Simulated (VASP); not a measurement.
Tm (hcp): the lattice constant a from VASP (plane waves, PAW) at several levels of theory. Static lattice. The 4f electrons are frozen in the core of the lanthanide potential, so 4f levels, which can set the real gap, and their magnetism are missing. The measured value holds thermal and zero-point effects that the static calculation lacks.

| level | lattice constant a (Å) | error against measurement |
|---|---|---|
| PW91 | 3.556 | +0.5 % |
| optB86b-vdW | 3.516 | -0.6 % |
| TPSS | 3.535 | -0.1 % |

Measured: 3.538 Å at 293 K (as given by Wikipedia, Thulium (infobox)).

The cell of the PW91 run:

```yaml
crystal:
  lattice:
    - [1.77787, -3.07936, 0.00000]
    - [1.77787, 3.07936, 0.00000]
    - [0.00000, 0.00000, 5.52453]
  atoms:
    - { symbol: Tm, position: [0.33333, 0.66667, 0.25000] }
    - { symbol: Tm, position: [0.66667, 0.33333, 0.75000] }
```

Only levels that ran to the end are used. Left out are those held back, those with too coarse a band path, GW runs whose mesh misses a band edge, hybrids' fits of cells that aren't cubic and levels without matching references; a question may draw on a part of the rest.

The compound is Tm in the hcp structure.
